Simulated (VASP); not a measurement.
Output of a VASP run:

File OSZICAR:
```
       N       E                     dE             d eps       ncg     rms          rms(c)
DAV:   1     0.114808814646E+02    0.11481E+02   -0.26449E+03  2384   0.218E+02
DAV:   2    -0.162295887790E+02   -0.27710E+02   -0.26564E+02  2976   0.615E+01
DAV:   3    -0.172217314011E+02   -0.99214E+00   -0.98861E+00  2864   0.107E+01
DAV:   4    -0.172271008455E+02   -0.53694E-02   -0.53692E-02  2664   0.837E-01
DAV:   5    -0.172271534106E+02   -0.52565E-04   -0.52565E-04  2928   0.822E-02    0.420E+00
DAV:   6    -0.154613839001E+02    0.17658E+01   -0.68505E-01  2664   0.270E+00    0.437E+00
DAV:   7    -0.153757656804E+02    0.85618E-01   -0.37570E-01  2384   0.155E+00    0.220E+00
DAV:   8    -0.155965878466E+02   -0.22082E+00   -0.17422E-01  2296   0.166E+00    0.131E+00
DAV:   9    -0.154481193057E+02    0.14847E+00   -0.22060E-02  2336   0.627E-01    0.349E-01
DAV:  10    -0.154486773939E+02   -0.55809E-03   -0.73927E-04  2936   0.111E-01    0.359E-01
DAV:  11    -0.154105360830E+02    0.38141E-01   -0.93581E-03  2264   0.394E-01    0.328E-01
DAV:  12    -0.153942630272E+02    0.16273E-01   -0.47791E-03  2624   0.241E-01    0.356E-01
DAV:  13    -0.154501295730E+02   -0.55867E-01   -0.17562E-02  2264   0.531E-01    0.392E-01
DAV:  14    -0.154501510422E+02   -0.21469E-04   -0.22223E-04  2848   0.599E-02    0.435E-01
DAV:  15    -0.154500880992E+02    0.62943E-04   -0.11220E-04  2392   0.459E-02    0.420E-01
DAV:  16    -0.154502477670E+02   -0.15967E-03   -0.15203E-04  2320   0.569E-02    0.265E-01
DAV:  17    -0.154502251104E+02    0.22657E-04   -0.32994E-05  2520   0.243E-02    0.187E-01
DAV:  18    -0.154502568573E+02   -0.31747E-04   -0.42987E-06  2664   0.994E-03    0.167E-01
DAV:  19    -0.154502297488E+02    0.27108E-04   -0.21627E-06  2528   0.665E-03    0.154E-01
DAV:  20    -0.154502644610E+02   -0.34712E-04   -0.42792E-06  2384   0.991E-03    0.747E-02
DAV:  21    -0.154502476216E+02    0.16839E-04   -0.88221E-07  2360   0.478E-03    0.622E-02
DAV:  22    -0.154502560305E+02   -0.84089E-05   -0.16009E-06  2304   0.506E-03    0.299E-02
DAV:  23    -0.154502419247E+02    0.14106E-04   -0.15097E-06  2304   0.545E-03    0.118E-02
DAV:  24    -0.154502428860E+02   -0.96135E-06   -0.22303E-07  2392   0.219E-03    0.462E-03
DAV:  25    -0.154502399420E+02    0.29440E-05   -0.40636E-08  2712   0.965E-04    0.254E-03
DAV:  26    -0.154502403777E+02   -0.43569E-06   -0.70786E-09  2192   0.372E-04    0.249E-04
DAV:  27    -0.154502387163E+02    0.16614E-05   -0.62601E-09  1960   0.355E-04    0.161E-04
DAV:  28    -0.154502396715E+02   -0.95522E-06   -0.11550E-09  1232   0.138E-04    0.178E-04
DAV:  29    -0.154502393148E+02    0.35675E-06   -0.21092E-10  1192   0.650E-05    0.196E-04
DAV:  30    -0.154502395951E+02   -0.28029E-06   -0.11277E-10  1176   0.518E-05    0.560E-05
DAV:  31    -0.154502395460E+02    0.49072E-07   -0.10181E-11  1176   0.117E-05
   1 F= -.15450240E+02 E0= -.15450240E+02  d E =-.219504E-13
 imaginary and real dielectric function
```

**OUTCAR**
```
------------------------ aborting loop because EDIFF is reached ----------------------------------------
  FORCE on cell =-STRESS in cart. coord.  units (eV):
  Direction    XX          YY          ZZ          XY          YZ          ZX
  --------------------------------------------------------------------------------------
  Total        0.0014633      0.0014633      0.0014633      0.0000000      0.0000000      0.0000000
  in kB        0.0519121      0.0519121      0.0519121      0.0000000      0.0000000      0.0000000
  external PRESSURE =       0.0519121 kB  Pullay stress =       0.0000000 kB
  volume of cell :       45.16
      direct lattice vectors                 reciprocal lattice vectors
     0.000000000  2.826502550  2.826502550    -0.176897063  0.176897063  0.176897063
     2.826502550  0.000000000  2.826502550     0.176897063 -0.176897063  0.176897063
     2.826502550  2.826502550  0.000000000     0.176897063  0.176897063 -0.176897063
 POSITION                                       TOTAL-FORCE (eV/Angst)
 -----------------------------------------------------------------------------------
      0.00000      0.00000      0.00000         0.000000      0.000000      0.000000
      4.23975      4.23975      4.23975        -0.000000     -0.000000     -0.000000
 -----------------------------------------------------------------------------------
    total drift:                                0.000002      0.000002      0.000001
  FREE ENERGIE OF THE ION-ELECTRON SYSTEM (eV)
  ---------------------------------------------------
  free  energy   TOTEN  =       -15.4502395460 eV

  energy  without entropy=      -15.4502395460  energy(sigma->0) =      -15.45023955

 plasma frequency squared (from intraband transitions) (eV^2)
  --------------------------------------------------------------------------------------
       0.000       0.000       0.000
       0.000       0.000       0.000
       0.000       0.000       0.000

 plasma frequency squared (from interband transitions, int dw w eps(2)(w)) (eV^2)
  --------------------------------------------------------------------------------------
     228.311       0.000       0.000      -0.000      -0.000       0.000
       0.000       0.000     228.311       0.000       0.000      -0.000
      -0.000      -0.000       0.000       0.000     228.311       0.000
```
(Selected blocks of OUTCAR.)

**POSCAR**
```
MgS
1
   -0.0000000000     2.8265025497     2.8265025497
    2.8265025497    -0.0000000000     2.8265025497
    2.8265025497     2.8265025497    -0.0000000000
Mg S
1 1
Direct
  0.0000000000   0.0000000000   0.0000000000
  0.7500000000   0.7500000000   0.7500000000
```

**Question.** Write an INCAR and KPOINTS that could have produced this output.

**Answer.** This is not unique; one that fits is the input of the run itself, r2SCAN meta-GGA, plane waves, VASP's PBE PAW potentials (set 64).

**INCAR**
```
ALGO = Normal
CSHIFT = 0.1
EDIFF = 1E-7
ENCUT = 400
ISMEAR = 0
LASPH = .True.
LCHARG = .False.
LMIXTAU = .True.
LOPTICS = .True.
LPEAD = .True.
LREAL = .False.
LWAVE = .False.
METAGGA = R2SCAN
NBANDS = 24
NEDOS = 1001
NELM = 100
PREC = Accurate
SIGMA = 0.01
SYSTEM = MgS
```

**KPOINTS**
```
Automatic mesh
0
Gamma
10 10 10
0 0 0
```

POTCAR, in this order: Mg S (PBE.64 set). Program: vasp_std.

The structure comes from a computed database's MgS entry (F-43m); how it stands against other phases isn't given here. It was relaxed first.
